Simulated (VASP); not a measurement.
Data:

```
CELL_PARAMETERS angstrom
      4.16150     0.00000     0.00000
      0.00000     4.16150     0.00000
      0.00000     0.00000     4.16150
ATOMIC_POSITIONS crystal
  Sc 0.00000 0.00000 0.00000
  Al 0.00000 0.50000 0.50000
  Al 0.50000 0.00000 0.50000
  Al 0.50000 0.50000 0.00000
```

Method: LDA (Ceperley-Alder, Perdew-Zunger), VASP's LDA PAW potentials (set 64) (plane waves; VASP). Numerical set-up: 300 eV cut-off, 7×7×7 Γ-centred mesh, Fermi-Dirac smearing of 0.10 eV, potentials Sc_sv Al.

Give the energies of bands 5 to 13 at the high-symmetry points, in eV from the Fermi level.

| band | Γ | X | M | R |
|---|---|---|---|---|
| 5 | -9.65 | -7.86 | -6.46 | -4.66 |
| 6 | -2.53 | -7.05 | -5.46 | -4.66 |
| 7 | -2.53 | -1.57 | -5.46 | -4.66 |
| 8 | -1.68 | -1.57 | -4.13 | -4.16 |
| 9 | -1.68 | -1.31 | -0.46 | -2.78 |
| 10 | -1.68 | 0.55 | -0.46 | -2.78 |
| 11 | 1.29 | 1.02 | 1.28 | -2.78 |
| 12 | 1.29 | 1.02 | 1.35 | 0.88 |
| 13 | 1.29 | 1.48 | 1.96 | 2.44 |

It has no gap at this level: it comes out as a metal or semimetal.

The structure is a typed Al3Sc crystal (Pm-3m). The cell was not relaxed at this level.
